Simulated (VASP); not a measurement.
Given:

```xyz
2
Lattice="0.0000 2.8716 2.8716 2.8716 0.0000 2.8716 2.8716 2.8716 0.0000" Properties=species:S:1:pos:R:3 pbc="T T T"
Nb     0.0000     0.0000     0.0000
As     1.4358     1.4358     1.4358
```

Method: PBEsol GGA, VASP's PBE PAW potentials (set 64) (plane waves; VASP). Run with 400 eV cut-off, Gaussian smearing of 0.050 eV, potentials Nb_sv As.

**Question.** Give the energies of bands 6 to 12 at the high-symmetry points, in eV from the Fermi level.

**Answer.** 
```csv
band,Γ,X,U,L,W
6,-3.57,-4.88,-4.37,-4.30,-4.03
7,-3.57,-2.13,-2.86,-3.15,-3.43
8,-3.57,-2.13,-2.46,-3.15,-2.09
9,-0.03,-1.13,-1.16,0.36,-1.27
10,-0.03,0.77,0.23,0.36,-0.02
11,2.29,0.86,0.78,0.63,0.82
12,5.68,1.40,2.14,3.35,1.71
```

It has no gap at this level: it comes out as a metal or semimetal.

The structure was generated: NbAs was put into the zinc blende type (F-43m), which need not be its known phase. It was relaxed first, which changed the volume by -32 %.
